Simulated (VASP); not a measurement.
Here is the system:

```yaml
crystal:
  lattice:
    - [3.04980, 0.00000, 0.00000]
    - [0.00000, 3.04980, 0.00000]
    - [0.00000, 0.00000, 3.04980]
  atoms:
    - { symbol: Ti, position: [0.00000, 0.00000, 0.00000] }
    - { symbol: Co, position: [0.50000, 0.50000, 0.50000] }
```

All values below come from PBE GGA, VASP's PBE PAW potentials (set 64) (plane waves; VASP 6.6.1). Numerical set-up: 400 eV cut-off, 9×9×9 Γ-centred mesh, first-order Methfessel-Paxton smearing of 0.10 eV, potentials Ti_sv Co.

### Question
Estimate the energy per atom (σ→0), pressure, band gap (on the k-mesh) with the smallest direct gap where there is one.

### Answer

```yaml
band gap (on the k-mesh): none (metal, semimetal or under 0.01 eV)
energy per atom (σ→0): -7.766 eV/atom
pressure: -12.62 GPa
```

The compound is TiCo in the CsCl type structure. The cell was not relaxed at this level. The run is not spin-polarised, so no magnetic state was tried. The electron count is odd and the run is not spin-polarised, which forces a metal.
